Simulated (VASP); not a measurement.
**GaGe3 in VASP: convergence with k mesh**

Crystal: GaGe3.

```
CELL_PARAMETERS angstrom
0.00000 3.38717 3.38717
3.38717 0.00000 3.38717
3.38717 3.38717 0.00000
ATOMIC_POSITIONS crystal
Ge 0.50000 0.50000 0.50000
Ge 0.75000 0.75000 0.75000
Ge 0.25000 0.25000 0.25000
Ga 0.00000 0.00000 0.00000
```

The cell comes from a database or a generator and needn't be the stable form of this composition.

- Program: VASP 6.6.1
- Task: single point
- Functional: PBEsol
- Potentials or basis: VASP PAW PBE potentials, release 64 (Ge_d, Ga_d)
- Cutoff: 520 eV
- k mesh: 2 × 2 × 2
- Occupations: gaussian, width 0.02 eV
- Spin: no spin polarisation

These are the settings of the first run; the series varies k mesh, with any setting tied to it.

Hardware: 1 thread of Intel(R) Xeon(R) Platinum 8488C (Sapphire Rapids) (shared host).

```csv
k mesh,"energy less the tightest run, at zero smearing (meV/atom)",pressure (GPa),SCF cycles,CPU time (s),peak memory (GiB)
2 × 2 × 2,-573.87,-12.40,12,13,0.19
3 × 3 × 3,64.93,-1.76,12,14,0.19
4 × 4 × 4,-71.25,-3.12,13,27,0.2
5 × 5 × 5,23.56,-5.90,13,32,0.19
6 × 6 × 6,25.46,-2.95,12,38,0.21
8 × 8 × 8,8.12,-3.85,13,68,0.22
9 × 9 × 9,2.48,-2.88,12,75,0.24
11 × 11 × 11,0.00,-4.02,13,160,0.27
```

Not settled before the last step: the energy (to 1 meV/atom), the pressure (to 0.1 GPa). Meshes of other sizes hit other points, so gaps and Fermi surfaces needn't settle smoothly. The tightest run that finished is the yardstick and may itself not be fully converged.

Caveat, for the tightest run too: the PAW data sets were made with another functional, which shifts forces and pressure a little.
